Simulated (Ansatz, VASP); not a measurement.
# K4H82Br4O41 in two plane-wave programs

Aim: how closely do two programs agree when they are given the same cell, functional and k mesh? The cell is taken from a series of runs on this material, whose earlier steps may have relaxed, scaled, displaced or heated it; both programs get it as it stands.

Calculated with Ansatz 0.2.0; plane waves, with VASP 6.6.1 beside it; single point at PBE.

## Step 1: Set-up

The cell holds 131 atoms: 41 O, 82 H, 4 K and 4 Br. Its edges and angles: a = 11.335 Å, b = 11.335 Å, c = 11.335 Å, α = 90.0°, β = 90.0°, γ = 90.0°.

## Step 2: VASP: single point, PBE

With cell and atoms fixed, the geometry can't cause a difference; cores, projectors, grids and the points listed under the comparison can.

Lines of VASP's logs that name or quote its potential files are left out, and so is its time.

INCAR

```
SYSTEM = K4H82Br4O41
PREC = Accurate
ENCUT = 600
EDIFF = 1E-06
NELM = 120
ISMEAR = -1
SIGMA = 0.05
LREAL = Auto
ALGO = Normal
GGA = PE
NBANDS = 287
LORBIT = 11
LWAVE = .FALSE.
LCHARG = .FALSE.
ISIF = 2
LASPH = .TRUE.
GGA_COMPAT = .FALSE.
EFERMI = MIDGAP
```

POSCAR

```
K4H82Br4O41
1.0
   11.3348000000      0.0000000000      0.0000000000
    0.0000000000     11.3348000000      0.0000000000
    0.0000000000      0.0000000000     11.3348000000
O H K Br
41 82 4 4
Direct
    0.4508100000      0.6858000000      0.8575100000
    0.8469200000      0.6712100000      0.8450700000
    0.9984300000      0.0198800000      0.1939500000
    0.4577400000      0.7662300000      0.1278800000
    0.1068800000      0.5257600000      0.7665500000
    0.3584300000      0.0892300000      0.8355500000
    0.2105300000      0.5418200000      0.5550400000
    0.7899500000      0.7188300000      0.2223000000
    0.2313500000      0.4080500000      0.9212800000
    0.5842600000      0.2864600000      0.2035200000
    0.8605700000      0.8666500000      0.6950500000
    0.9777500000      0.6272900000      0.4416200000
    0.7938900000      0.0564700000      0.0600200000
    0.4004400000      0.1421700000      0.1193300000
    0.3190000000      0.3258900000      0.4006700000
    0.2876000000      0.8618000000      0.9384100000
    0.6322300000      0.8164800000      0.5884900000
    0.0793000000      0.8052400000      0.7501200000
    0.6295300000      0.5126200000      0.9068600000
    0.0256800000      0.0525800000      0.8035200000
    0.7677700000      0.0750900000      0.8079700000
    0.3846900000      0.5962100000      0.3740200000
    0.0370700000      0.5532900000      0.1521000000
    0.2667800000      0.4719300000      0.2079200000
    0.0707000000      0.7901500000      0.0462900000
    0.3012200000      0.2353400000      0.6420500000
    0.3960800000      0.4765500000      0.7181500000
    0.8543000000      0.1711900000      0.5056000000
    0.4013700000      0.8510000000      0.6310900000
    0.5689800000      0.9165400000      0.8275800000
[... 95 atom lines left out ...]
    0.5285800000      0.2090500000      0.4787200000
    0.0392900000      0.3045000000      0.6929000000
    0.7146000000      0.3437100000      0.6726200000
    0.6903300000      0.9697900000      0.3476200000
    0.1259100000      0.8602200000      0.4535100000
    0.9259600000      0.3591600000      0.9662300000
```

KPOINTS

```
Automatic mesh
0
Gamma
1 1 1
0 0 0
```

PAW data sets: O, H, K_sv and Br (PBE family, release 64).

Started as:

```bash
$ export OMP_NUM_THREADS=3
$ mpirun -np 1 vasp_gam
```

Numbers of over 12 decimals in the logs are rounded to 6 here.

The program printed:

```text
[banner, memory and clock lines left out]
running    1 mpi-ranks, on    1 nodes
[...]
Offloading initialized ...    1 GPUs detected
[...]
LDA part: xc-table for (Slater+PW92), standard interpolation
 POSCAR, INCAR and KPOINTS ok, starting setup
[...]
entering main loop
       N       E                     dE             d eps       ncg     rms          rms(c)
DAV:   1     0.364338087462E+04    0.36434E+04   -0.22694E+05   590   0.143E+03
DAV:   2    -0.267321757463E+03   -0.39107E+04   -0.37153E+04   709   0.343E+02
DAV:   3    -0.670832065312E+03   -0.40351E+03   -0.40025E+03   724   0.113E+02
DAV:   4    -0.679767687045E+03   -0.89356E+01   -0.88971E+01   700   0.185E+01
[...]
DAV:  17    -0.620742821551E+03    0.85525E-05   -0.63181E-05   732   0.225E-02    0.134E-02
DAV:  18    -0.620742819738E+03    0.18136E-05   -0.26969E-05   692   0.121E-02    0.578E-03
DAV:  19    -0.620742818958E+03    0.77917E-06   -0.29320E-06   620   0.679E-03
   1 F= -.62074282E+03 E0= -.62074282E+03  d E =-.117430E-12
```

Parts of OUTCAR (step 2):

```text
  FREE ENERGIE OF THE ION-ELECTRON SYSTEM (eV)
  ---------------------------------------------------
  free  energy   TOTEN  =      -620.7428189584 eV

  energy  without entropy=     -620.7428189584  energy(sigma->0) =     -620.74281896
```

The run ends at a pressure of -2.13 GPa, with forces up to 1.5 eV/Å.

## Step 3: Ansatz: single point, PBE

Ansatz runs on its default PAW (the set named soft_2) files.

The same cell, functional, mesh and smearing now go to Ansatz, which takes its cutoff from its data sets.

input.yaml

```yaml
crystal:
  lattice:
    - [11.3348, 0.0, 0.0]
    - [0.0, 11.3348, 0.0]
    - [0.0, 0.0, 11.3348]
  atoms:
    - { symbol: O, position: [0.45081, 0.6858, 0.85751] }
    - { symbol: H, position: [0.51181, 0.65453, 0.91305] }
    - { symbol: H, position: [0.44716, 0.63442, 0.78588] }
    - { symbol: O, position: [0.84692, 0.67121, 0.84507] }
    - { symbol: H, position: [0.88358, 0.59097, 0.84459] }
    - { symbol: H, position: [0.85699, 0.70862, 0.7658] }
    - { symbol: O, position: [0.99843, 0.01988, 0.19395] }
    - { symbol: H, position: [0.92769, 0.02878, 0.14199] }
    - { symbol: H, position: [0.97949, 0.96483, 0.26024] }
    - { symbol: O, position: [0.45774, 0.76623, 0.12788] }
    - { symbol: H, position: [0.54154, 0.75831, 0.10145] }
    - { symbol: H, position: [0.40929, 0.70201, 0.09166] }
    - { symbol: O, position: [0.10688, 0.52576, 0.76655] }
    - { symbol: H, position: [0.07902, 0.6057, 0.7914] }
    - { symbol: H, position: [0.16467, 0.534, 0.7004] }
    - { symbol: O, position: [0.35843, 0.08923, 0.83555] }
    - { symbol: H, position: [0.43478, 0.0941, 0.87949] }
    - { symbol: H, position: [0.29216, 0.11209, 0.88912] }
    - { symbol: O, position: [0.21053, 0.54182, 0.55504] }
    - { symbol: H, position: [0.13785, 0.57737, 0.51985] }
    - { symbol: H, position: [0.28151, 0.58589, 0.5267] }
    - { symbol: O, position: [0.78995, 0.71883, 0.2223] }
    - { symbol: H, position: [0.86684, 0.68601, 0.25046] }
    - { symbol: H, position: [0.76783, 0.78848, 0.27173] }
    - { symbol: O, position: [0.23135, 0.40805, 0.92128] }
    - { symbol: H, position: [0.18307, 0.33436, 0.92595] }
    - { symbol: H, position: [0.18087, 0.47452, 0.89269] }
    - { symbol: O, position: [0.58426, 0.28646, 0.20352] }
    - { symbol: H, position: [0.6446, 0.34877, 0.21964] }
    - { symbol: H, position: [0.53072, 0.31341, 0.1388] }
[... 95 atom lines left out ...]
    - { symbol: K, position: [0.52858, 0.20905, 0.47872] }
    - { symbol: K, position: [0.03929, 0.3045, 0.6929] }
    - { symbol: Br, position: [0.7146, 0.34371, 0.67262] }
    - { symbol: Br, position: [0.69033, 0.96979, 0.34762] }
    - { symbol: Br, position: [0.12591, 0.86022, 0.45351] }
    - { symbol: Br, position: [0.92596, 0.35916, 0.96623] }
kpoints:
  mp_grid: { grid: [1, 1, 1] }
hamiltonian:
  xc: pbe
scf:
  occupations: { method: fermi_dirac, width: 0.05 }
output:
  forces: true
  eigenvalues: true
  populations: true
  stress: true
```

Started as:

```bash
$ ansatz run input.yaml --threads 4 --pin off --max-ram 8192MiB --backend cpu --events-out ev --progress --plain --runs-dir out
```

The program printed:

```text
Engine: ansatz 0.2.0, aarch64-unknown-linux-gnu
Pseudopotentials: kind: paw
Pseudopotential: O, paw, valence charge 6, recommended cutoff 420 eV (normal), O.paw.azcp
Pseudopotential: H, paw, valence charge 1, recommended cutoff 420 eV (normal), H.paw.azcp
Pseudopotential: K, paw, valence charge 9, recommended cutoff 420 eV (normal), K.paw.azcp
Pseudopotential: Br, paw, valence charge 7, recommended cutoff 420 eV (normal), Br.paw.azcp
Functional definition: PBE
  parameter kappa = 0.804
  parameter beta = 0.066725
  exchange = pbe_x(kappa = kappa, mu = beta*pi^2/3)
  correlation = pbe_c(beta = beta)
Crystal: 131 atoms, lattice volume = 1456.269 Å³
Basis set: ecut = 420 eV, 28425 PW (Γ), exchange–correlation on 160×160×160 points (8 copies of the dense FFT grid, shifted against one another)
Bands: 327, of which v1, the nominal top of the filled ones, is band 196 counted from 1 (195 counted from 0)
Symmetry: 1 space group operations
Space group: P1 (ITA 1), of the structure as read, at distance tolerance 1.1e-4 Å
k-points: 1
Non-local potential: O, projectors of the file, l = 0: 2, l = 1: 2, l = 2: 1
Non-local potential: H, projectors of the file, l = 0: 2, l = 1: 1
Non-local potential: K, projectors of the file, l = 0: 3, l = 1: 2, l = 2: 2
Non-local potential: Br, projectors of the file, l = 0: 2, l = 1: 2, l = 2: 2
PAW form: soft (Blöchl's): semilocal exchange-correlation on the pseudo side does not see the compensation charge
PAW one-centre angular grid: O, 110 points (default); XC on 64 Gauss nodes
PAW one-centre angular grid: H, 110 points (default); XC on 64 Gauss nodes
PAW one-centre angular grid: K, 110 points (default); XC on 64 Gauss nodes
PAW one-centre angular grid: Br, 110 points (default); XC on 64 Gauss nodes
Initial density: superposition of atomic densities (neutral atoms: chi_scale 0, normalization atom), corrected by the library's trained network
Initial wavefunctions: pseudopotential atomic-orbital guess
Functional: x = pbe(κ = 0.804, μ = 0.219515), c = pbe(β = 0.066725)
SCF iter   1: F=—  HF=-41877.450573 eV  |F-HF|=—  |Δ(HF+E_count)|=         —  Δρ=2.52e-3  dr2=1.24e-1  ethr=1.77e-3  ⟨swp⟩=6.0  Hψ=1544  notcnv=0  defer=100
preconditioner: auto → Resta (q_TF=auto, 2.192 Å⁻¹)  ε∞=2.3  [insulator: Δε(μ)=3.205 eV  Ē_g=16.855 eV  σ=0.050 eV  W_gap=1.00  n_scr=250 (ndim 8)  ℏωp=19.1 eV  f_vac=0.204  D(μ)=0.00/eV (n_scr^D=0)  ε∞_Penn≈2.3]
SCF iter   2: F=—  HF=-41877.395411 eV  |F-HF|=—  |Δ(HF+E_count)|=   5.52e-2  Δρ=1.24e-3  dr2=2.64e-2  ethr=3.16e-5  ⟨swp⟩=2.0  Hψ=519  notcnv=0  defer=123
SCF iter   3: F=—  HF=-41877.375183 eV  |F-HF|=—  |Δ(HF+E_count)|=   2.02e-2  Δρ=5.33e-4  dr2=6.71e-3  ethr=6.75e-6  ⟨swp⟩=2.0  Hψ=366  notcnv=0  defer=123
SCF iter   4: F=—  HF=-41877.373268 eV  |F-HF|=—  |Δ(HF+E_count)|=   1.92e-3  Δρ=1.65e-4  dr2=4.48e-4  ethr=1.71e-6  ⟨swp⟩=2.0  Hψ=358  notcnv=0  defer=123
SCF iter   5: F=—  HF=-41877.373332 eV  |F-HF|=—  |Δ(HF+E_count)|=   6.41e-5  Δρ=8.16e-5  dr2=7.68e-5  ethr=1.14e-7  ⟨swp⟩=2.0  Hψ=357  notcnv=0  defer=123
SCF iter   6: F=—  HF=-41877.371818 eV  |F-HF|=—  |Δ(HF+E_count)|=   1.51e-3  Δρ=3.01e-5  dr2=1.04e-5  ethr=1.96e-8  ⟨swp⟩=2.0  Hψ=510  notcnv=0  defer=124
SCF iter   7: F=—  HF=-41877.371819 eV  |F-HF|=—  |Δ(HF+E_count)|=   1.20e-6  Δρ=6.17e-6  dr2=5.81e-7  ethr=2.65e-9  ⟨swp⟩=2.0  Hψ=379  notcnv=0  defer=124
SCF iter   8: F=—  HF=-41877.371820 eV  |F-HF|=—  |Δ(HF+E_count)|=   6.94e-7  Δρ=3.99e-6  dr2=1.85e-7  ethr=2.55e-11  ⟨swp⟩=17.0  Hψ=2403  notcnv=0
SCF iter   9: F=-41877.371820 eV  HF=-41877.371820 eV  |F-HF|=5.75e-9  |Δ(HF+E_count)|=   2.36e-9  Δρ=9.18e-7  dr2=1.11e-8  ethr=2.55e-11  ⟨swp⟩=4.0  Hψ=842  notcnv=0
SCF 1 converged in 9 iterations: F = -41877.371820 eV  dr2 = 1.11e-8
  greatest PAW one-centre occupation: 0.987 electrons in one spin orbital (limit 2), on the K atom at site 123 (counted from 0), in its partial waves of l = 0
SCF converged after 9 iterations
Free energy (F): -41877.371820 eV
Harris-Foulkes:  -41877.371820 eV  (|F-HF|=5.75e-9)
Internal energy: -41877.371820 eV  (E = F + TS)
E sigma→0 (E₀):  -41877.371820 eV
Fermi energy:    1.028189 eV
--- Per-component energies (eV) ---
  E_band       = -3575.559027
  E_kinetic    = 9818.141761
  E_local      = -29068.710627  (includes V_loc(G=0)·N_el)
  E_nonlocal   = 2438.995069
  E_hartree    = 10382.886713
  E_xc         = -5318.647477
  E_vxc        = -5827.470764  (∫ρ·V_xc dr)
  E_paw        = -18657.852432  (= ΣΔE_a)
  E_vpaw       = -1702.291311  (= ΣTr[D̂ρ^β])
  E_aug_tail   = 0.007296  (compensation charges beyond the density's cutoff)
  E_ewald      = -11472.192123
  E_smearing   = -0.000000  (= −TS)
  E_closure    = 0.000000  (closes the sum)
  Σ components = -41877.371820   (vs F -41877.371820, Δ=0.00e0)
--- Forces (eV/Å), atoms counted from 1 ---
  atom   1  O      0.01264219    -0.38072481     0.11395798
[...]
atom  89  H      0.66223376    -0.65844244     0.65052003
  atom  90  H     -0.14894982     0.95425220    -0.95179616
  atom  91  O     -0.52409707    -0.06605932     0.24578865
  atom  92  H      0.56790103    -1.14140925     0.13469703
  atom  93  H     -0.18141910     0.78435961    -0.53081172
  atom  94  O     -0.28148361    -0.53186285    -0.46248875
  atom  95  H      0.01852156     0.72889330     1.37107107
  atom  96  H      0.32211654    -0.05772097    -1.16942727
  atom  97  O      0.21038729    -0.49581671    -0.63530994
  atom  98  H     -0.13289210     0.53919560    -0.60982845
  atom  99  H     -0.02968959    -0.09233109     0.65977439
  atom 100  O      0.13204685     0.33063734     0.46667964
  atom 101  H     -0.29022718     0.31094508    -1.31339486
  atom 102  H      0.18725241    -0.65329963     0.77375747
  atom 103  O      0.21346077    -0.15207807     0.79773256
  atom 104  H      0.55405060     0.70022635     0.21362085
  atom 105  H     -0.27804300    -0.65797320    -0.44512544
  atom 106  O     -0.52316371    -0.24406090     0.13354176
  atom 107  H      0.75435049    -0.62750872     0.66473722
  atom 108  H     -0.66449054     0.67457241    -0.51775785
  atom 109  O      0.17004658     0.62418514     0.03231361
  atom 110  H      0.65196832    -0.04518548     0.63014005
  atom 111  H     -0.47035598    -0.89035593    -0.77350296
[...]
atom 124  K     -0.21101924    -0.04351017    -0.38692027
  atom 125  K      0.22879403     0.08287541    -0.17380957
  atom 126  K     -0.31700082    -0.00864478    -0.24597120
  atom 127  K     -0.17175691     0.11986007     0.44979143
  atom 128  Br    -0.18111760    -0.12028591    -0.00239797
  atom 129  Br     0.09075814     0.26210188     0.03278490
  atom 130  Br     0.03467601     0.49778378    -0.16252398
  atom 131  Br    -0.01016750     0.05405803     0.04226356
  max |Σ_I F_I| component: 2.95e-5 eV/Å
--- Stress (GPa, compression-positive) ---
       -1.583740      -0.126524      -0.556127
       -0.126524      -2.274920      -0.155713
       -0.556127      -0.155713      -2.251951
  P = ⅓ Tr σ = -2.0369 GPa (-20.369 kbar)
--- Band table (eV) ---
  k-point 0: bands = [... 192 lower, -0.8615, -0.8401, -0.7458, -0.5548, 2.6098, 4.0267, 4.0475, 4.1948, ... 127 higher]
--- Löwdin populations: 131 sites ---
  site symbol       q [e]
     0      O      6.6762
     1      H      0.6102
     2      H      0.6047
     3      O      6.6702
     4      H      0.6113
     5      H      0.6054
     6      O      6.7117
     7      H      0.6160
     8      H      0.6059
     9      O      6.6729
    10      H      0.5954
    11      H      0.5917
    12      O      6.7108
    13      H      0.6049
    14      H      0.6191
    15      O      6.6649
    16      H      0.5925
    17      H      0.6128
    18      O      6.6806
    19      H      0.6160
    20      H      0.6025
    21      O      6.6756
    22      H      0.5939
    23      H      0.6251
[...]
123      K      8.1594
   124      K      8.1860
   125      K      8.1821
   126      K      8.1813
   127     Br      7.5519
   128     Br      7.5772
   129     Br      7.5953
   130     Br      7.6651
  spilling = 0.009690 (of n_electrons = 392.000000)
```

In the SCF lines HF is the Harris–Foulkes energy and dr2 the Hartree energy of the density residual, in eV; the loop may stop once dr2 is under the threshold and the program's other checks hold. Hψ counts applications of the Hamiltonian.

The run ends at a pressure of -2.04 GPa, with forces up to 1.6 eV/Å.

## Step 4: Side by side

Known differences besides the potentials themselves: the cutoff is 420 eV in Ansatz and 600 eV in VASP (PREC = Accurate, projectors in real space). Total energies have different zeros and are not compared.

The two programs side by side:

| quantity | Ansatz | VASP | difference |
| --- | --- | --- | --- |
| pressure (GPa) | -2.04 | -2.13 | +0.09 |
| gap on the k mesh (eV) | 3.165 | 3.167 | -0.002 |

Forces on 10 of the 131 atoms, those with the largest forces and the largest differences (eV/Å; atoms numbered as in POSCAR):

```csv
atom,"Ansatz x, y, z","VASP x, y, z"
H43,"0.417, 0.691, 1.173","0.391, 0.669, 1.102"
H49,"1.071, 0.863, 0.444","1.008, 0.826, 0.427"
H65,"0.223, 0.150, -0.150","0.143, 0.125, -0.090"
H69,"-0.482, 0.152, -1.437","-0.458, 0.137, -1.361"
H74,"0.649, -0.183, -0.179","0.599, -0.281, -0.151"
H91,"1.272, -0.315, 0.708","1.204, -0.305, 0.676"
H99,"-1.158, 0.900, -0.233","-1.081, 0.870, -0.213"
H104,"0.019, 0.729, 1.371","0.023, 0.721, 1.293"
H108,"-0.290, 0.311, -1.313","-0.275, 0.287, -1.244"
H114,"0.652, -0.045, 0.630","0.643, -0.080, 0.533"
```

The forces differ by 40 meV/Å r.m.s., which is 8.0 % of the r.m.s. force of 0.498 eV/Å (both taken over all components). A gap on the mesh is an upper bound, since the band edges may lie between its points.

## Step 5: What came out

* r.m.s. force difference (single point, PBE): 8.0 % of the r.m.s. force

The r.m.s. force difference is 8.0 % of the r.m.s. force (single point, PBE), beyond the 3 % picked in this series as the mark of a large difference. What causes the difference of the single point, PBE pair stays open here. How closely two codes agree says nothing of how well the functional describes the real material.

[Lines on the potential files, build, host, timing and source positions are cut from VASP's logs without a mark.]

[Logs are printed without paths, hosts, clocks, repeated set-up lines and the standing remarks that a program may print on its own settings, such as how far it seeks lower states.]

[Hosts, paths, dates, database ids (printed as entryN), source tags and the programs' standing remarks are cut or masked in the printed files.]
